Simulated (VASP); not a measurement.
# TiSnS4 (I422) in VASP: notebook

Runs on TiSnS4. Level: PBE. Tasks: relaxation of cell and atoms.

Everything below comes from runs of VASP 6.6.1. Logs are shortened: lines on timing, memory, paths and dates and some standing lists are left out, and cuts for length are marked.

### 1 The crystal as given

The structure is tetragonal, space group I422 (No. 97). Conventional cell: a = 6.415 Å, b = 6.415 Å, c = 5.506 Å, α = 90.00°, β = 90.00°, γ = 90.00°. Around Ti (site symmetry 422) lie 2 Sn at 2.75 Å and 8 S at 2.76 Å. Sn (site symmetry 422) is surrounded by 2 Ti at 2.75 Å and 8 S at 2.76 Å. Around S (site symmetry 2) lie 2 Ti at 2.76 Å and 2 Sn at 2.76 Å and 3 S at 3.01 to 3.15 Å.

The cell was built by a generator and needn't be a form met in nature.

### 2 Relaxation of cell and atoms, PBE

The input, INCAR:

```
SYSTEM = TiSnS4
PREC     = Normal         ! precision mode
ENCUT    = 520            ! plane-wave cutoff, eV
EDIFF    = 1E-4           ! SCF threshold, eV
ISMEAR   = 0              ! smearing method
SIGMA    = 0.15           ! smearing width, eV
LREAL    = .False.        ! projectors in reciprocal space
LASPH    = .True.         ! aspherical terms in the spheres
NELM     = 60             ! most SCF steps
ALGO     = Fast           ! electronic algorithm
ISIF     = 3              ! what is computed and relaxed
LWAVE    = .False.        ! write WAVECAR
LCHARG   = .False.        ! write CHGCAR
GGA      = PE             ! functional
IBRION   = 2              ! ionic algorithm
NSW      = 24             ! ionic steps
EDIFFG   = -0.08          ! ionic threshold
```

The input, KPOINTS:

```
Automatic mesh
0
Gamma
  4 4 4
  0 0 0
```

The input, POSCAR:

```
TiSnS4
1.0
   -3.2075557800      3.2075557800      2.7528274900
    3.2075557800     -3.2075557800      2.7528274900
    3.2075557800      3.2075557800     -2.7528274900
Ti Sn S
1 1 4
Direct
    0.5000000000      0.5000000000      0.0000000000
    0.0000000000      0.0000000000      0.0000000000
    0.9157790000      0.4157789900      0.8315579900
    0.5842210100      0.0842210100      0.1684420100
    0.0842210100      0.9157790000      0.5000000000
    0.4157789900      0.5842210100      0.5000000000
```

Potentials or basis: VASP PAW PBE potentials, release 64 (Ti_sv, Sn_d, S).

The run is started by

```console
> cat potpaw_PBE.64/Ti_sv/POTCAR potpaw_PBE.64/Sn_d/POTCAR potpaw_PBE.64/S/POTCAR > POTCAR
> mpirun -np 1 vasp_std > vasp.out
```

OUTCAR:

```text
SYSTEM = TiSnS4
   PREC = Normal
   ENCUT = 520
   EDIFF = 1E-4
   ISMEAR = 0
   LREAL = .False.
   LASPH = .True.
   NELM = 60
   ISIF = 3
   GGA = PE
   IBRION = 2
   NSW = 24
   EDIFFG = -0.08

 ion  position               nearest neighbor table
   1  0.500  0.500  0.000-   2 2.75   2 2.75   3 2.76   4 2.76   5 2.76   6 2.76   6 2.76   5 2.76
                             4 2.76   3 2.76
   2  0.000  0.000  0.000-   1 2.75   1 2.75   3 2.76   5 2.76   4 2.76   6 2.76   6 2.76   4 2.76
                             5 2.76   3 2.76
   3  0.916  0.416  0.832-   1 2.76   2 2.76   2 2.76   1 2.76
   4  0.584  0.084  0.168-   1 2.76   2 2.76   1 2.76   2 2.76
   5  0.084  0.916  0.500-   1 2.76   2 2.76   1 2.76   2 2.76
   6  0.416  0.584  0.500-   2 2.76   2 2.76   1 2.76   1 2.76

  LATTYP: Found a body centered tetragonal cell.
 ALAT       =     6.4151115600
 C/A-ratio  =     0.8582321490

  Lattice vectors:

 A1 = (  -3.2075557800,   3.2075557800,   2.7528274900)
 A2 = (   3.2075557800,  -3.2075557800,   2.7528274900)
 A3 = (   3.2075557800,   3.2075557800,  -2.7528274900)

Analysis of symmetry for initial positions (statically):
=====================================================================
 Subroutine PRICEL returns:
 Original cell was already a primitive cell.

 Routine SETGRP: Setting up the symmetry group for a
 body centered tetragonal supercell.

 Subroutine GETGRP returns: Found  8 space group operations
 (whereof  8 operations were pure point group operations)
 out of a pool of 16 trial point group operations.

The static configuration has the point symmetry D_4 .

Analysis of symmetry for dynamics (positions and initial velocities):
=====================================================================
 Subroutine PRICEL returns:
 Original cell was already a primitive cell.

 Routine SETGRP: Setting up the symmetry group for a
 body centered tetragonal supercell.

 Subroutine GETGRP returns: Found  8 space group operations
 (whereof  8 operations were pure point group operations)
 out of a pool of 16 trial point group operations.

The dynamic configuration has the point symmetry D_4 .

 Subroutine INISYM returns: Found  8 space group operations
 (whereof  8 operations are pure point group operations),
 and found     1 'primitive' translations

----------------------------------------------------------------------------------------

                                     Primitive cell

  volume of cell :     113.2889

  direct lattice vectors                    reciprocal lattice vectors
    -3.207555780  3.207555780  2.752827490     0.000000000  0.155881934  0.181631432
     3.207555780 -3.207555780  2.752827490     0.155881934  0.000000000  0.181631432
     3.207555780  3.207555780 -2.752827490     0.155881934  0.155881934  0.000000000

  length of vectors
     5.306117917  5.306117917  5.306117917     0.239351530  0.239351530  0.220450346

  position of ions in fractional coordinates (direct lattice)
     0.500000000  0.500000000  0.000000000
     0.000000000  0.000000000  0.000000000
     0.915779000  0.415778990  0.831557990
     0.584221010  0.084221010  0.168442010
     0.084221010  0.915779000  0.500000000
     0.415778990  0.584221010  0.500000000

  ion indices of the primitive-cell ions
   primitive index   ion index
                 1           1
                 2           2
                 3           3
                 4           4
                 5           5
                 6           6

----------------------------------------------------------------------------------------

 KPOINTS: Automatic mesh

Automatic generation of k-mesh.
 Grid dimensions read from file:
 generate k-points for:    4    4    4

 Generating k-lattice:

  Cartesian coordinates                     Fractional coordinates (reciprocal lattice)
     0.000000000  0.038970484  0.045407858     0.250000000 -0.000000000  0.000000000
     0.038970484  0.000000000  0.045407858    -0.000000000  0.250000000  0.000000000
     0.038970484  0.038970484  0.000000000     0.000000000  0.000000000  0.250000000

  Length of vectors
     0.059837882  0.059837882  0.055112586

  Shift w.r.t. Gamma in fractional coordinates (k-lattice)
     0.000000000  0.000000000  0.000000000

 Subroutine IBZKPT returns following result:
 ===========================================

 Found     13 irreducible k-points:

 Following reciprocal coordinates:
            Coordinates               Weight
  0.000000  0.000000  0.000000      1.000000
  0.250000  0.000000  0.000000      8.000000
  0.500000  0.000000  0.000000      4.000000
  0.250000  0.250000  0.000000      8.000000
  0.500000  0.250000  0.000000     16.000000
 -0.250000  0.250000  0.000000      4.000000
  0.500000  0.500000  0.000000      2.000000
  0.250000  0.250000  0.250000      2.000000
 -0.250000  0.250000  0.250000      4.000000
  0.500000  0.500000  0.250000      4.000000
 -0.250000  0.500000  0.250000      8.000000
 -0.250000 -0.250000  0.250000      2.000000
  0.500000  0.500000  0.500000      1.000000
   k-points           NKPTS =     13   k-points in BZ     NKDIM =     13   number of bands    NBANDS=     30
   number of dos      NEDOS =    301   number of ions     NIONS =      6
   total plane-waves  NPLWV =  27000
   dimension x,y,z NGX =    30 NGY =   30 NGZ =   30
   dimension x,y,z NGXF=    60 NGYF=   60 NGZF=   60
   ions per type =               1   1   4
   NGX,Y,Z   is equivalent  to a cutoff of   9.40,  9.40,  9.40 a.u.
   NGXF,Y,Z  is equivalent  to a cutoff of  18.80, 18.80, 18.80 a.u.
 SYSTEM =  TiSnS4
   PREC   = normal    normal or accurate (medium, high low for compatibility)
   ISTART =      0    job   : 0-new  1-cont  2-samecut
   ICHARG =      2    charge: 1-file 2-atom 10-const
   ISPIN  =      1    spin polarized calculation?
   LNONCOLLINEAR =      F non collinear calculations
   LSORBIT =      F    spin-orbit coupling
   LASPH  =      T    aspherical Exc in radial PAW
   ENCUT  =  520.0 eV  38.22 Ry    6.18 a.u.   9.87  9.87  9.87*2*pi/ulx,y,z
   NELM   =     60;   NELMIN=  2; NELMDL= -5     # of ELM steps
   EDIFF  = 0.1E-03   stopping-criterion for ELM
   LREAL  =      F    real-space projection
   EDIFFG = -.8E-01   stopping-criterion for IOM
   NSW    =     24    number of steps for IOM
   IBRION =      2    ionic relax: 0-MD 1-quasi-New 2-CG
   NFREE  =      1    steps in history (QN), initial steepest desc. (CG)
   ISIF   =      3    stress and relaxation
   ISYM   =      2    0-nonsym 1-usesym 2-fastsym
   POTIM  = 0.5000    time-step for ionic-motion
   TEBEG  =    0.0;   TEEND  =   0.0 temperature during run
   PSTRESS=    0.0 pullay stress
   NELECT =      50.0000    total number of electrons
   NUPDOWN=      -1.0000    fix difference up-down
   EMIN   =  10.00;   EMAX   =-10.00  energy-range for DOS
   EFERMI =   0.00;   METHOD = LEGACY
   ISMEAR =     0;   SIGMA  =   0.15  broadening in eV -4-tet -1-fermi 0-gaus
   EFERMI_NEDOS =   21; number of points for ismear=-14 and -15
   IALGO  =     68    algorithm
   IMIX   =      4    mixing-type and parameters
     AMIX     =   0.40;   BMIX     =  1.00
     AMIX_MAG =   1.60;   BMIX_MAG =  1.00
  volume/ion in A,a.u.               =      18.88       127.42
  Fermi-wavevector in a.u.,A,eV,Ry     =   1.246433  2.355417 21.137955  1.553596
  Thomas-Fermi vector in A             =   2.380611
   LORBIT       =      0    0 simple, 1 ext, 2 COOP (PROOUT), +10 PAW based schemes
   GGA     = PE    functional components
   LHFCALC =     F    Hartree Fock is set to
   AEXX    =    0.0000 exact exchange contribution
   IVDW    =     0    specifies the selected vdW correction
   LEPSILON=     F    determine dielectric tensor
   LRPA    =     F    only Hartree local field effects (RPA)
 conjugate gradient relaxation of ions
 non-spin polarized calculation
 RMM-DIIS sequential band-by-band and
 Gauss-broadening in eV      SIGMA  =   0.15
  energy-cutoff  :      520.00
  volume of cell :      113.29
 maximum number of plane-waves:      3066
   NGX = 19   NGY = 19   NGZ = 19

--------------------------------------- Ionic step        1  -------------------------------------------

 number of electron      49.9999990 magnetization

 Free energy of the ion-electron system (eV)
  ---------------------------------------------------
  ext. energy  EPLUGINS =         0.00000000
  ---------------------------------------------------
  free energy    TOTEN  =       -28.45941397 eV

  energy without entropy =      -28.40840910  energy(sigma->0) =      -28.43391153

------------------------ aborting loop because EDIFF is reached ----------------------------------------

  FORCE on cell =-STRESS in cart. coord.  units (eV):
  Direction    XX          YY          ZZ          XY          YZ          ZX
  --------------------------------------------------------------------------------------
  -------------------------------------------------------------------------------------
  Total       -5.5064636     -5.5064636      5.7385490      0.0000000     -0.0000000      0.0000000
  in kB      -77.8746182    -77.8746182     81.1568633      0.0000000     -0.0000000      0.0000000
  external PRESSURE =     -24.8641244 kB  Pullay stress =       0.0000000 kB
[... 101 lines left out ...]
  FREE ENERGIE OF THE ION-ELECTRON SYSTEM (eV)
  ---------------------------------------------------
  free  energy   TOTEN  =       -29.2437527672 eV

  energy  without entropy=      -29.1834025600  energy(sigma->0) =      -29.21357766

[... ionic steps 4 to 13 ...]

--------------------------------------- Ionic step       14  -------------------------------------------

 number of electron      50.0000013 magnetization

------------------------ aborting loop because EDIFF is reached ----------------------------------------

  FORCE on cell =-STRESS in cart. coord.  units (eV):
  Direction    XX          YY          ZZ          XY          YZ          ZX
  --------------------------------------------------------------------------------------
  -------------------------------------------------------------------------------------
  Total       -0.0893228     -0.0893228      0.9040903      0.0000000     -0.0000000      0.0000000
  in kB       -1.3200928     -1.3200928     13.3614563      0.0000000     -0.0000000      0.0000000
  external PRESSURE =       3.5737569 kB  Pullay stress =       0.0000000 kB
[... 65 lines left out ...]
  energy  without entropy=      -29.3366348889  energy(sigma->0) =      -29.36653511

--------------------------------------- Ionic step       16  -------------------------------------------

 number of electron      50.0000033 magnetization

 Free energy of the ion-electron system (eV)
  ---------------------------------------------------
  ext. energy  EPLUGINS =         0.00000000
  ---------------------------------------------------
  free energy    TOTEN  =       -29.40192976 eV

  energy without entropy =      -29.33827836  energy(sigma->0) =      -29.37010406

 E-fermi :   7.8885     XC(G=0): -10.8117

 val. band max:        7.8660802992   @ k =   0.2500   0.0000   0.0000
 cond. band min:       7.8970662581   @ k =   0.0000   0.0000   0.0000
 fundamental gap:      0.0309859589
 Fermi energy:         7.8884683174

 k-point     1 :       0.0000    0.0000    0.0000
  band No.  band energies     occupation
      1     -50.2653      2.00000
      2     -26.5519      2.00000
      3     -26.4650      2.00000
      4     -26.4650      2.00000
      5     -13.9208      2.00000
      6     -13.9208      2.00000
[... 451 lines left out ...]
  FREE ENERGIE OF THE ION-ELECTRON SYSTEM (eV)
  ---------------------------------------------------
  free  energy   TOTEN  =       -29.4019297554 eV

  energy  without entropy=      -29.3382783567  energy(sigma->0) =      -29.37010406

 reached required accuracy - stopping structural energy minimisation
```

Run time: 4.7 min. Hardware: 1 thread of Intel Xeon Platinum 8488C (Sapphire Rapids), shared host; peak memory 0.2 GiB.

What came out:

- Free energy: -29.4019 eV
- Relaxed volume: 18.16 Å³/atom
- Relaxed cell: a = 5.213 Å, b = 5.213 Å, c = 5.213 Å, α = 110.32°, β = 110.32°, γ = 107.79°
- Space group after relaxing (to 0.05 Å): I422 (No. 97)
- Energy gained by relaxing: 157.1 meV/atom
- Ionic steps: 16
- Pressure after relaxing: 0.2 GPa
- Largest force after relaxing: 0.019 eV/Å
- Band gap on the k mesh: none (metal or under the smearing width)

Forces in eV/Å, atoms in the order of the input:
```
Ti   0.000  0.000  0.000
Sn   0.000  0.000  0.000
S   -0.013 -0.013  0.000
S    0.013  0.013  0.000
S   -0.013  0.013  0.000
S    0.013 -0.013  0.000
```

Step by step:
```
step  energy change (eV)  largest force (eV/Å)  pressure (GPa)  volume (Å³)
   1              0.0000                0.2004           -2.49       113.29
   2             -0.6427                0.2661            0.35       108.25
   3             -0.7843                0.2333            5.87       102.79
   4             -0.8169                0.2367            4.52       104.22
   5             -0.9057                0.0894           -0.72       111.15
   6             -0.9118                0.1109           -0.04       109.63
   7             -0.9120                0.1070            0.04       109.52
   8             -0.9146                0.1055           -0.07       109.54
   9             -0.9211                0.0918           -0.30       109.58
  10             -0.9266                0.0709           -0.53       109.66
  11             -0.9284                0.0523           -0.58       109.51
  12             -0.9319                0.0511           -0.07       109.05
  13             -0.9342                0.0201            0.66       108.15
  14             -0.9344                0.0387            0.36       108.41
  15             -0.9370                0.0241            0.29       108.55
  16             -0.9425                0.0187            0.16       108.96
```

Final structure:
```
CELL_PARAMETERS angstrom
-2.97793 2.97793 3.07181
2.97793 -2.97793 3.07181
2.97793 2.97793 -3.07181
ATOMIC_POSITIONS crystal
Ti 0.50000 0.50000 0.00000
Sn 0.00000 0.00000 0.00000
S 0.90022 0.40022 0.80043
S 0.59978 0.09978 0.19957
S 0.09978 0.90022 0.50000
S 0.40022 0.59978 0.50000
```

Caveat: the k mesh is coarse (spacing up to 0.38 Å⁻¹), so the values aren't converged; the relaxation stopped at a loose force limit of 0.08 eV/Å, so its end isn't a converged minimum.

### 3 Relaxation of cell and atoms, PBE

This run uses another cell than the first one, of 22.89 Å³/atom, 1.212 times its volume.

INCAR is that of step 2.

The input, KPOINTS:

```
Automatic mesh
0
Gamma
  4 3 2
  0 0 0
```

The input, POSCAR:

```
TiSnS4
1.0
    3.8079897600      0.0000000000      0.0000000000
    0.0000000000      5.1337232000      0.0000000000
    0.0000000000      0.0000000000      7.0254912600
Ti Sn S
1 1 4
Direct
    0.0000000000      0.5000000000      0.5000000000
    0.5000000000      0.5000000000      0.0000000000
    0.5000000000      0.2454988400      0.5000000000
    0.5000000000      0.7545011600      0.5000000000
    0.0000000000      0.0000000000      0.8711853200
    0.0000000000      0.0000000000      0.1288146800
```

Potentials or basis: VASP PAW PBE potentials, release 64 (Ti_sv, Sn_d, S).

The run is started by

```console
> cat potpaw_PBE.64/Ti_sv/POTCAR potpaw_PBE.64/Sn_d/POTCAR potpaw_PBE.64/S/POTCAR > POTCAR
> mpirun -np 1 vasp_std > vasp.out
```

It took 4.5 min on 1 thread of Intel Xeon Platinum 8488C (Sapphire Rapids), shared host; peak memory 0.21 GiB.

The run converged. Its results:

| Property | Result |
| --- | --- |
| Free energy | -28.9248 eV |
| Relaxed volume | 25.16 Å³/atom |
| Relaxed cell | a = 3.332 Å, b = 5.575 Å, c = 8.125 Å, α = 90.00°, β = 90.00°, γ = 90.00° |
| Space group after relaxing (to 0.05 Å) | Pmmm (No. 47) |
| Energy gained by relaxing | 202.6 meV/atom |
| Ionic steps | 20 |
| Pressure after relaxing | 0.0 GPa |
| Largest force after relaxing | 0.021 eV/Å |
| Band gap on the k mesh | none (metal or under the smearing width) |

Forces in eV/Å, atoms in the order of the input:
```
Ti   0.000  0.000  0.000
Sn   0.000  0.000  0.000
S    0.000 -0.021  0.000
S    0.000  0.021  0.000
S    0.000  0.000  0.020
S    0.000  0.000 -0.020
```

Stress tensor (GPa, compression positive):
```
 0.24  0.00  0.00
 0.00 -0.22  0.00
 0.00  0.00  0.09
```

Step by step:
| step | energy change (eV) | largest force (eV/Å) | pressure (GPa) | volume (Å³) |
| --- | --- | --- | --- | --- |
| 1 | 0.0000 | 6.2111 | 5.33 | 137.34 |
| 2 | 0.2610 | 2.2460 | -5.63 | 152.66 |
| 3 | -0.6860 | 0.8860 | -1.61 | 142.87 |
| 4 | -0.6978 | 0.9215 | -1.23 | 142.39 |
| 5 | -0.7030 | 0.9745 | -0.77 | 141.77 |
| 6 | -0.8023 | 0.4986 | -0.46 | 140.06 |
| 7 | -0.8813 | 0.3132 | 0.11 | 137.03 |
| 8 | -0.9540 | 0.3890 | 1.28 | 136.47 |
| 9 | -0.9938 | 0.6200 | 4.22 | 134.87 |
| 10 | -1.0075 | 0.3652 | 3.05 | 135.51 |
| 11 | -1.0308 | 0.3310 | 3.07 | 136.08 |
| 12 | -1.0826 | 0.2519 | 2.92 | 137.73 |
| 13 | -1.1042 | 0.1616 | 3.22 | 140.80 |
| 14 | -1.1490 | 0.3204 | 2.06 | 143.32 |
| 15 | -1.1767 | 0.7537 | 0.16 | 147.75 |
| 16 | -1.1932 | 0.5845 | 0.07 | 148.60 |
| 17 | -1.2143 | 0.0595 | -0.09 | 151.18 |
| 18 | -1.2145 | 0.0374 | -0.13 | 151.32 |
| 19 | -1.2146 | 0.0554 | -0.17 | 151.25 |
| 20 | -1.2155 | 0.0213 | 0.03 | 150.93 |

Final structure:
```
CELL_PARAMETERS angstrom
3.33163 0.00000 0.00000
0.00000 5.57538 0.00000
0.00000 0.00000 8.12545
ATOMIC_POSITIONS crystal
Ti 0.00000 0.50000 0.50000
Sn 0.50000 0.50000 0.00000
S 0.50000 0.21965 0.50000
S 0.50000 0.78035 0.50000
S 0.00000 0.00000 0.87587
S 0.00000 0.00000 0.12413
```

Levels at points of the mesh, in eV from the Fermi level:
| k point | band 23 | band 24 | band 25 | band 26 | band 27 | band 28 |
| --- | --- | --- | --- | --- | --- | --- |
| (0.00, 0.00, 0.00) | -0.73 | -0.43 | -0.07 | 0.18 | 0.69 | 1.26 |
| (0.50, 0.00, 0.00) | -1.62 | -0.95 | -0.59 | -0.43 | 0.42 | 0.59 |
| (0.00, 0.00, 0.50) | -1.19 | -1.11 | -0.04 | 0.71 | 1.13 | 1.28 |
| (0.50, 0.00, 0.50) | -1.97 | -1.01 | -0.43 | -0.32 | 0.22 | 0.40 |

Caveat: the k mesh is coarse (spacing up to 0.45 Å⁻¹), so the values aren't converged; this functional lacks dispersion, which binds the layers, so the pressure and a relaxed spacing across them are unreliable; the relaxation stopped at a loose force limit of 0.08 eV/Å, so its end isn't a converged minimum.
